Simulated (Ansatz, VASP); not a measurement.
# SnSe (puckered SnSe monolayer) in two plane-wave programs

Aim: how closely do two programs agree when they are given the same cell, functional and k mesh? The structure shown is the start of the Ansatz relaxation below; VASP solves that cell, so the two are compared at the walk's first step.

Main program and level: Ansatz 0.2.0; plane waves, with VASP 6.6.1 beside it; single point at PBE with D3(BJ).

**1. The structure**

The cell holds 4 atoms: 2 Sn and 2 Se. Cell: a = 4.400 Å, b = 4.290 Å, c = 36.594 Å, α = 90.0°, β = 90.0°, γ = 90.0°. Vacuum lies along c.

**2. Ansatz: relaxation, PBE with D3(BJ)**

Ansatz runs on its default PAW (the set named soft_2) files.

The two programs are compared at the cell with which this relaxation starts, whose forces are those of its first step.

The input, input.yaml:

```yaml
crystal:
  lattice:
    - [4.4, 0.0, 0.0]
    - [0.0, 4.29, 0.0]
    - [0.0, 0.0, 36.5935999985]
  atoms:
    - { symbol: Sn, position: [0.06, 0.0, 0.461829391] }
    - { symbol: Se, position: [0.44, 0.5, 0.4645621092] }
    - { symbol: Se, position: [0.94, 0.0, 0.5354378908] }
    - { symbol: Sn, position: [0.56, 0.5, 0.538170609] }
  periodic: [true, true, false]
kpoints:
  mp_grid: { grid: [8, 8, 1] }
hamiltonian:
  xc: pbe
  dispersion: d3bj
scf:
  occupations: { method: fermi_dirac, width: 0.05 }
  convergence: { dr2_threshold: 1.0e-09 }
relax:
  f_tol: 0.004
  max_steps: 90
  cell: {}
output:
  write_potential: true
  write_density: true
  volumetric_format: npy
```

Run with:

```bash
$ ansatz run input.yaml --threads 4 --pin off --max-ram 16384MiB --backend cpu --events-out ev --progress --plain --runs-dir out
```

Numbers of over 12 decimals in the logs are rounded to 6 here.

The program printed:

```text
Warning: relax.cell: scf.convergence.dr2_threshold = 1e-9 eV is looser than the 2.44384949048e-10 eV advised for a relaxation that steers and ends on the stress (1e-10 eV for each atom of the cell: 4, times the square of relax.cell.stress_2d_tol = 0.05 N/m over 12.8 Å (the atoms' height at the walk's start and 5 Å past either face), 3.908e-2 GPa, over a crystal's default 0.05). What an SCF threshold leaves in a stress goes as its square root, and in the free energy as the threshold itself, and one threshold admits the most on a small cell: [figures from the program's tests cut] Set scf.convergence.dr2_threshold to 2.44384949048e-10 eV or tighter. [rest of the remark cut]
Engine: ansatz 0.2.0, aarch64-unknown-linux-gnu
Pseudopotentials: kind: paw
Pseudopotential: Sn, paw, valence charge 14, recommended cutoff 420 eV (normal), Sn.paw.azcp
Pseudopotential: Se, paw, valence charge 16, recommended cutoff 420 eV (normal), Se.paw.azcp
Functional definition: PBE
  parameter kappa = 0.804
  parameter beta = 0.066725
  exchange = pbe_x(kappa = kappa, mu = beta*pi^2/3)
  correlation = pbe_c(beta = beta)
Crystal: 4 atoms, lattice volume = 690.741 Å³
Basis set: ecut = 420 eV, 13555 PW (Γ), exchange–correlation on 60×60×500 points (8 copies of the dense FFT grid, shifted against one another)
Bands: 36, of which v1, the nominal top of the filled ones, is band 30 counted from 1 (29 counted from 0)
Symmetry: 4 space group operations
Space group: Pmn21 (ITA 31), of the structure as read, at distance tolerance 8.8e-5 Å
k-points: 25 of 64 (time reversal used)
Non-local potential: Sn, projectors of the file, l = 0: 2, l = 1: 2, l = 2: 2, l = 3: 2
Non-local potential: Se, projectors of the file, l = 0: 2, l = 1: 2, l = 2: 3, l = 3: 1
PAW form: soft (Blöchl's): semilocal exchange-correlation on the pseudo side does not see the compensation charge
PAW one-centre angular grid: Sn, 590 points (default); XC on 64 Gauss nodes
PAW one-centre angular grid: Se, 590 points (default); XC on 64 Gauss nodes
Initial density: superposition of atomic densities (neutral atoms: chi_scale 0, normalization atom), corrected by the library's trained network
Initial wavefunctions: pseudopotential atomic-orbital guess
Functional: x = pbe(κ = 0.804, μ = 0.219515), c = pbe(β = 0.066725)
SCF iter   1: F=—  HF=-22988.942436 eV  |F-HF|=—  |Δ(HF+E_count)|=         —  Δρ=7.27e-4  dr2=6.09e-3  ethr=1.77e-3  ⟨swp⟩=11.4  Hψ=4784  notcnv=0
preconditioner: auto → Resta (q_TF=auto, 1.816 Å⁻¹)  ε∞=1.6  [insulator: Δε(μ)=1.281 eV  Ē_g=8.505 eV  σ=0.050 eV  W_gap=1.00  n_scr=72 (ndim 8)  ℏωp=6.3 eV  f_vac=0.804  D(μ)=0.00/eV (n_scr^D=0)  ε∞_Penn≈1.6  vacuum switching on, ρ_ref=5.2e-3 e/Å³]
SCF iter   2: F=—  HF=-22988.937871 eV  |F-HF|=—  |Δ(HF+E_count)|=   4.56e-3  Δρ=3.80e-4  dr2=1.34e-3  ethr=1.02e-5  ⟨swp⟩=3.4  Hψ=2256  notcnv=0  defer=29
SCF iter   3: F=—  HF=-22988.938037 eV  |F-HF|=—  |Δ(HF+E_count)|=   1.65e-4  Δρ=1.64e-4  dr2=2.37e-4  ethr=2.24e-6  ⟨swp⟩=2.4  Hψ=1423  notcnv=0  defer=29
SCF iter   4: F=—  HF=-22988.938218 eV  |F-HF|=—  |Δ(HF+E_count)|=   1.81e-4  Δρ=5.77e-5  dr2=5.22e-5  ethr=3.95e-7  ⟨swp⟩=3.0  Hψ=1664  notcnv=0  defer=29
SCF iter   5: F=—  HF=-22988.938175 eV  |F-HF|=—  |Δ(HF+E_count)|=   4.33e-5  Δρ=2.15e-5  dr2=4.04e-6  ethr=8.69e-8  ⟨swp⟩=3.5  Hψ=1561  notcnv=0  defer=29
SCF iter   6: F=—  HF=-22988.938131 eV  |F-HF|=—  |Δ(HF+E_count)|=   4.35e-5  Δρ=8.14e-6  dr2=7.22e-7  ethr=6.73e-9  ⟨swp⟩=3.0  Hψ=1810  notcnv=0  defer=28
SCF iter   7: F=—  HF=-22988.938131 eV  |F-HF|=—  |Δ(HF+E_count)|=   4.38e-8  Δρ=1.96e-6  dr2=3.31e-8  ethr=1.20e-9  ⟨swp⟩=2.9  Hψ=1823  notcnv=0  defer=28
SCF iter   8: F=—  HF=-22988.938131 eV  |F-HF|=—  |Δ(HF+E_count)|=   7.44e-8  Δρ=4.40e-7  dr2=3.32e-9  ethr=5.52e-11  ⟨swp⟩=3.0  Hψ=1845  notcnv=0  defer=28
SCF iter   9: F=-22988.938131 eV  HF=-22988.938131 eV  |F-HF|=2.61e-9  |Δ(HF+E_count)|=  8.99e-10  Δρ=1.79e-7  dr2=3.54e-10  ethr=1.67e-12  ⟨swp⟩=11.1  Hψ=5835  notcnv=0
SCF 1 converged in 9 iterations: F = -22988.938131 eV  dr2 = 3.54e-10
  greatest PAW one-centre occupation: 1.000 electrons in one spin orbital (limit 2), on the Se atom at site 1 (counted from 0), in its partial waves of l = 2
[...]
Crystal: 4 atoms, lattice volume = 703.288 Å³
Basis set: ecut = 420 eV, 13775 PW (Γ), exchange–correlation on 60×60×500 points (8 copies of the dense FFT grid, shifted against one another)
iter 1 solved again at ethr=1.59e-7 eV; its pass at ethr=3.10e-3 eV (dr2=9.52e-5 eV) is discarded
[...]
preconditioner: auto → Resta (q_TF=auto, 1.810 Å⁻¹)  ε∞=1.6  [insulator: Δε(μ)=1.242 eV  Ē_g=8.240 eV  σ=0.050 eV  W_gap=1.00  n_scr=72 (ndim 8)  ℏωp=6.3 eV  f_vac=0.805  D(μ)=0.00/eV (n_scr^D=0)  ε∞_Penn≈1.6  vacuum switching on, ρ_ref=4.9e-3 e/Å³]
[...]
SCF 6 converged in 7 iterations: F = -22989.096822 eV  dr2 = 4.90e-11
relax step   6: F+E_penalty+E_count = -22989.09682197 eV  Δ(F+E_penalty+E_count) = -2.289e-4 eV  max|allowed force component| = 1.920e-3 eV/Å  Δτ_max = 0.0042 Å  P = +0.017 N/m  Ω = 703.288 Å³  energy of the carried Pulay correction = -3.392e-4 eV  fix = [c, alpha, beta]  reactions: c +0.000 N/m  (7 SCF iters, accepted)
Basis set: ecut = 420 eV, 13775 PW (Γ), exchange–correlation on 64×60×500 points (8 copies of the dense FFT grid, shifted against one another)
Initial wavefunctions: pseudopotential atomic-orbital guess (no wavefunctions were taken with the density)
[...]
SCF iter   1: F=—  HF=-22989.087358 eV  |F-HF|=—  |Δ(HF+E_count)|=         —  Δρ=1.45e-4  dr2=3.55e-6  ethr=8.34e-7  ⟨swp⟩=5.9  Hψ=7942  notcnv=0
preconditioner: auto → Resta (q_TF=auto, 1.810 Å⁻¹)  ε∞=1.6  [insulator: Δε(μ)=1.243 eV  Ē_g=8.233 eV  σ=0.050 eV  W_gap=1.00  n_scr=72 (ndim 8)  ℏωp=6.3 eV  f_vac=0.805  D(μ)=0.00/eV (n_scr^D=0)  ε∞_Penn≈1.6  vacuum switching on, ρ_ref=4.9e-3 e/Å³]
SCF iter   2: F=—  HF=-22989.093694 eV  |F-HF|=—  |Δ(HF+E_count)|=   6.34e-3  Δρ=7.25e-5  dr2=8.80e-7  ethr=5.92e-9  ⟨swp⟩=4.5  Hψ=2054  notcnv=0
SCF iter   3: F=—  HF=-22989.096915 eV  |F-HF|=—  |Δ(HF+E_count)|=   3.22e-3  Δρ=1.15e-5  dr2=2.06e-7  ethr=1.47e-9  ⟨swp⟩=3.1  Hψ=1338  notcnv=0
SCF iter   4: F=—  HF=-22989.097102 eV  |F-HF|=—  |Δ(HF+E_count)|=   1.86e-4  Δρ=2.55e-6  dr2=9.43e-9  ethr=3.43e-10  ⟨swp⟩=3.1  Hψ=1546  notcnv=0
iter 5 met the thresholds in force, and the SCF goes on: an eigenvalue changes by 9.84 meV, over its tolerance of 1.10 meV (output.eigenvalues, Limitations)
SCF iter   5: F=-22989.097124 eV  HF=-22989.097123 eV  |F-HF|=1.14e-6  |Δ(HF+E_count)|=   2.14e-5  Δρ=4.28e-7  dr2=7.48e-10  ethr=1.67e-12  ⟨swp⟩=15.2  Hψ=7711  notcnv=0
iter 6 met the thresholds in force, and the SCF goes on: an eigenvalue changes by 1.11 meV, over its tolerance of 1.03 meV (output.eigenvalues, Limitations)
SCF iter   6: F=-22989.097124 eV  HF=-22989.097124 eV  |F-HF|=7.48e-8  |Δ(HF+E_count)|=   1.07e-6  Δρ=1.21e-7  dr2=1.53e-10  ethr=1.25e-12  ⟨swp⟩=8.2  Hψ=5548  notcnv=0
Mixer restart at iter 6: flushing history
SCF iter   7: F=-22989.097124 eV  HF=-22989.097124 eV  |F-HF|=5.46e-10  |Δ(HF+E_count)|=   7.52e-8  Δρ=1.68e-7  dr2=4.57e-10  ethr=1.00e-12  ⟨swp⟩=8.0  Hψ=5552  notcnv=0
SCF 7 converged in 7 iterations: F = -22989.097124 eV  dr2 = 4.57e-10
relax step   7: F+E_penalty+E_count = -22989.09712419 eV  Δ(F+E_penalty+E_count) = -3.022e-4 eV  max|allowed force component| = 1.873e-3 eV/Å  Δτ_max = 0.0000 Å  P = +0.015 N/m  Ω = 703.288 Å³  fix = [c, alpha, beta]  reactions: c +0.000 N/m  stress off target by 2.91e-2 N/m on what of the cell is left free  SCF on the basis re-selected at this cell (its energy is not comparable with the rows above)  (7 SCF iters)
basis re-selected at this cell: Δ(F+E_penalty+E_count) = -3.022e-4 eV, ΔP = -0.002 N/m vs the last step (what re-selecting the basis moved, of the pressure what is left beyond the Pulay correction that the steps carried, after the strain that the cell walked since its last selection, with what the two solves' SCF thresholds leave and, on support functions, any second-order correction that the steps lacked; it is no measure of the basis error at this ecutwfc). The dense FFT grid was sized anew with the basis: this SCF ran on 32×30×250 points, the steps before it on 30×30×250, so part of this shift can come from that change (see relax.cell in the input reference). [rest of the remark cut]
SCF converged after 7 iterations
an eigenvalue changed by more than its tolerance at an iteration that met the thresholds in force, so the SCF went on 2 times, its first undamped step at iteration 6: the last check found none over its tolerance
Free energy (F): -22989.097124 eV
Harris-Foulkes:  -22989.097124 eV  (|F-HF|=5.46e-10)
Internal energy: -22989.097124 eV  (E = F + TS)
E sigma→0 (E₀):  -22989.097124 eV
Entropy (-TS):   -0.000000 eV (-0.000 meV/atom)
Fermi energy:    -3.904494 eV
--- Per-component energies (eV) ---
  E_band       = -1734.013851
  E_kinetic    = 605.733138
  E_local      = -134091.302500  (includes V_loc(G=0)·N_el)
  E_nonlocal   = -1257.186889
  E_hartree    = 66829.510865
  E_xc         = -973.700565
  E_vxc        = -387.667315  (∫ρ·V_xc dr)
  E_paw        = -12089.027802  (= ΣΔE_a)
  E_vpaw       = -262.611914  (= ΣTr[D̂ρ^β])
  E_aug_tail   = -0.001173  (compensation charges beyond the density's cutoff)
  E_ewald      = 57987.825137
  E_disp       = -0.947336  (pairwise vdW)
  E_smearing   = -0.000000  (= −TS)
  E_closure    = 0.000000  (closes the sum)
  Σ components = -22989.097124   (vs F -22989.097124, Δ=0.00e0)
--- Forces (eV/Å), atoms counted from 1 ---
  atom   1  Sn    -0.00187286     0.00000000    -0.00112742
  atom   2  Se     0.00187329     0.00000000     0.00170036
  atom   3  Se     0.00187329     0.00000000    -0.00170036
  atom   4  Sn    -0.00187286     0.00000000     0.00112742
  max |Σ_I F_I| component: 8.54e-7 eV/Å
--- 2D stress c σ (N/m, compression-positive) ---
        0.029100       0.000000       0.000000
        0.000000       0.000623       0.000000
        0.000000       0.000000       0.000000
  P = ½ c Tr σ = 0.0149 N/m
--- Band table (eV; the first three rows and the last of 25) ---
  k-point 0: bands = [... 26 lower, -7.3116, -6.1196, -6.1109, -4.8122, -2.9549, -1.3298, -0.8949, -0.5847, ... 2 higher]
  k-point 1: bands = [... 26 lower, -7.1637, -6.1415, -5.8156, -4.8830, -2.8732, -1.2733, -1.0584, -0.9990, ... 2 higher]
  k-point 2: bands = [... 26 lower, -6.8257, -6.0391, -5.3060, -5.1103, -2.6011, -2.4072, -1.6926, -1.1690, ... 2 higher]
  k-point 24: bands = [... 26 lower, -7.5933, -7.5933, -6.0055, -6.0055, -1.2325, -1.2325, 0.1322, 0.1322, ... 2 higher]
  the weakly bound empty levels are not read free of the cell's end (no_gap_told)
--- Relaxed structure (6 steps of the walk, 6 accepted, 1 SCFs on fresh bases) ---
  F+E_penalty+E_count = -22989.09712419 eV   max|allowed force component| = 1.873e-3 eV/Å   (the final SCF, on the basis selected at the relaxed cell)
  cell:  # Å, volume = 703.2883 Å³
    - [4.503670, 0.0, 0.0]
    - [0.0, 4.267383, 0.0]
    - [0.0, 0.0, 36.5935999985]
  atoms:
    - { symbol: Sn, position: [0.038272, 0.0, 0.460865] }
    - { symbol: Se, position: [0.461728, 0.500000, 0.465255] }
    - { symbol: Se, position: [0.961728, 0.0, 0.534745] }
    - { symbol: Sn, position: [0.538272, 0.500000, 0.539135] }
```

The column dr2 measures how far the density is from self-consistency, as an energy; F and HF (Harris–Foulkes) agree once it is small.

**3. VASP: single point, PBE with D3(BJ), start cell**

The same cell, functional, mesh and smearing now go to VASP, with its own data sets.

Lines of VASP's logs that name or quote its potential files are left out, and so is its time.

The input, INCAR:

```
SYSTEM = SnSe
PREC = Accurate
ENCUT = 400
EDIFF = 1E-06
NELM = 120
ISMEAR = -1
SIGMA = 0.05
LREAL = .FALSE.
ALGO = Normal
GGA = PE
IVDW = 12
NBANDS = 26
LORBIT = 11
LWAVE = .FALSE.
LCHARG = .FALSE.
ISIF = 2
LDIPOL = .TRUE.
IDIPOL = 3
DIPOL = 0.5 0.5 0.5
LVHAR = .TRUE.
LASPH = .TRUE.
GGA_COMPAT = .FALSE.
EFERMI = MIDGAP
NELMDL = -8
KPAR = 2
```

The input, POSCAR:

```
SnSe
1.0
    4.4000000000      0.0000000000      0.0000000000
    0.0000000000      4.2900000000      0.0000000000
    0.0000000000      0.0000000000     36.5936000000
Sn Se
2 2
Direct
    0.0600000000      0.0000000000      0.4618293909
    0.5600000000      0.5000000000      0.5381706091
    0.4400000000      0.5000000000      0.4645621092
    0.9400000000      0.0000000000      0.5354378908
```

The input, KPOINTS:

```
Automatic mesh
0
Gamma
8 8 1
0 0 0
```

PAW data sets: Sn_d and Se (PBE family, release 64).

Run with:

```bash
$ mpirun -np 2 vasp_std
```

The program printed:

```text
[banner, memory and clock lines left out]
running    2 mpi-ranks, on    1 nodes
 distrk:  each k-point on    1 cores,    2 groups
 distr:  one band on    1 cores,    1 groups

 POSCAR found type information on POSCAR SnSe
 POSCAR found :  2 types and       4 ions
 LDA part: xc-table for (Slater+PW92), standard interpolation
 POSCAR, INCAR and KPOINTS ok, starting setup
 FFT: planning ... GRIDC
 FFT: planning ... GRID_SOFT
 FFT: planning ... GRID
 WAVECAR not read
 entering main loop
       N       E                     dE             d eps       ncg     rms          rms(c)
DAV:   1     0.243355064183E+03    0.24336E+03   -0.14870E+04  1764   0.929E+02
DAV:   2     0.141919649058E+02   -0.22916E+03   -0.22605E+03  1618   0.238E+02
DAV:   3    -0.156364589778E+02   -0.29828E+02   -0.29679E+02  1682   0.961E+01
DAV:   4    -0.165345067523E+02   -0.89805E+00   -0.89351E+00  1614   0.208E+01
DAV:   5    -0.165604712188E+02   -0.25964E-01   -0.25917E-01  1750   0.348E+00
DAV:   6    -0.165614914298E+02   -0.10202E-02   -0.10201E-02  1734   0.658E-01
DAV:   7    -0.165615332410E+02   -0.41811E-04   -0.41811E-04  1960   0.112E-01
DAV:   8    -0.165615336878E+02   -0.44679E-06   -0.44622E-06  1576   0.137E-02    0.487E+00
DAV:   9    -0.161193561403E+02    0.44218E+00   -0.10835E+00  1728   0.534E+00    0.307E+00
DAV:  10    -0.160986621232E+02    0.20694E-01   -0.37859E-01  1672   0.248E+00    0.102E+00
DAV:  11    -0.160896282777E+02    0.90338E-02   -0.52346E-02  1632   0.140E+00    0.273E-01
DAV:  12    -0.160871720825E+02    0.24562E-02   -0.66336E-03  1638   0.487E-01    0.955E-02
DAV:  13    -0.160866143371E+02    0.55775E-03   -0.53445E-04  1696   0.128E-01    0.612E-02
DAV:  14    -0.160858132649E+02    0.80107E-03   -0.13392E-03  1798   0.131E-01    0.441E-02
[...]
DAV:  19    -0.160866959370E+02   -0.93432E-04   -0.30411E-06  1368   0.922E-03    0.255E-03
DAV:  20    -0.160868278194E+02   -0.13188E-03   -0.70757E-06  1252   0.720E-03    0.340E-03
DAV:  21    -0.160868543530E+02   -0.26534E-04   -0.57369E-07  1238   0.499E-03    0.176E-03
DAV:  22    -0.160868883179E+02   -0.33965E-04   -0.13031E-06  1154   0.334E-03    0.119E-03
DAV:  23    -0.160869022583E+02   -0.13940E-04   -0.54659E-07  1154   0.275E-03    0.596E-04
DAV:  24    -0.160869069613E+02   -0.47030E-05   -0.11772E-07  1162   0.127E-03    0.266E-04
DAV:  25    -0.160869094470E+02   -0.24857E-05   -0.56416E-08  1100   0.976E-04    0.285E-04
DAV:  26    -0.160869103001E+02   -0.85310E-06   -0.14532E-08  1104   0.670E-04
   1 F= -.17039860E+02 E0= -.17039860E+02  d E =-.246186E-06
```

[end of part 1 of 2]

[Lines on the potential files, build, host, timing and source positions are cut from VASP's logs without a mark.]

[Logs are printed without paths, hosts, clocks, repeated set-up lines and the standing remarks that a program may print on its own settings, such as how far it seeks lower states.]

[Hosts, paths, dates, database ids (printed as entryN), source tags and the programs' standing remarks are cut or masked in the printed files.]
